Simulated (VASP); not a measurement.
An input for Quantum ESPRESSO's pw.x (written as the equivalent of a VASP run, and not itself run):

```
&CONTROL
  calculation = 'scf'
  pseudo_dir = './pseudo'
  outdir = './out'
  tprnfor = .true.
  tstress = .true.
/
&SYSTEM
  ibrav = 0
  nat = 3
  ntyp = 2
  ecutwfc = 84
  occupations = 'smearing'
  smearing = 'fermi-dirac'
  degauss = 0.003675
  input_dft = 'pbe'
/
&ELECTRONS
  conv_thr = 7.3e-08
  electron_maxstep = 100
/
ATOMIC_SPECIES
  Zr 91.224 Zr.upf
  O 15.999 O.upf
CELL_PARAMETERS angstrom
     0.0000000    2.5747760    2.5747760
     2.5747760    0.0000000    2.5747760
     2.5747760    2.5747760    0.0000000
ATOMIC_POSITIONS crystal
  Zr   0.0000000  0.0000000  0.0000000
  O    0.2500000  0.2500000  0.2500000
  O    0.7500000  0.7500000  0.7500000
K_POINTS automatic
  6 6 6 0 0 0
```

Problem. Write the VASP files for the same calculation (PBE).

Solution. One answer among several that fit: 
POSCAR:
```
ZrO2
3.6412830
  0.0000000000   0.7071068082   0.7071068082
  0.7071068082   0.0000000000   0.7071068082
  0.7071068082   0.7071068082   0.0000000000
Zr O
1 2
Direct
  0.0000000000   0.0000000000   0.0000000000
  0.2500000000   0.2500000000   0.2500000000
  0.7500000000   0.7500000000   0.7500000000
```

### KPOINTS
```
Automatic mesh
0
Gamma
6 6 6
0 0 0
```

### INCAR
```
SYSTEM = ZrO2
PREC = Accurate
ENCUT = 400
EDIFF = 1E-6
NELM = 100
ALGO = Normal
LREAL = .FALSE.
LASPH = .TRUE.
ISMEAR = -1
SIGMA = 0.05
GGA = PE
LMAXMIX = 4
LWAVE = .FALSE.
LCHARG = .FALSE.
ISIF = 2
```

POTCAR, in this order: Zr_sv O (PBE.64 set). Program: vasp_std.

The two are equivalent in intent, not identical: the potentials are each code's own (VASP's PAW set, PseudoDojo norm-conserving files in pw.x), so ENCUT and ecutwfc are chosen apart and not converted; conv_thr bounds pw.x's estimated SCF error, while EDIFF bounds the energy change between steps.

The structure is a typed ZrO2 crystal (Fm-3m). The cell was not relaxed at this level.
